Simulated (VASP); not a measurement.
```
CELL_PARAMETERS angstrom
      2.26417    -3.92166     0.00000
      2.26417     3.92166     0.00000
      0.00000     0.00000     7.12983
ATOMIC_POSITIONS crystal
  Mg 0.00000 0.00000 0.00000
  Mg 0.33333 0.66667 0.63244
  Mg 0.66667 0.33333 0.36756
  Sb 0.33333 0.66667 0.22301
  Sb 0.66667 0.33333 0.77699
```

Level of theory: PBE GGA with D3 dispersion (Becke-Johnson damping), VASP's PBE PAW potentials (set 64) (plane waves; VASP 6.6.1). Run with 520 eV cut-off, Gaussian smearing of 0.050 eV, potentials Mg Sb.

Unless said otherwise, spin-orbit coupling is left out, though it shifts the bands of the heavy elements here.

What does the run give for the band gap (along the path) with the smallest direct gap where there is one?

```yaml
band gap (along the path): 0.17 eV
smallest direct gap (along the path): 1.19 eV
```

The compound is Mg3Sb2 in the a-la2o3 structure. It was relaxed first.
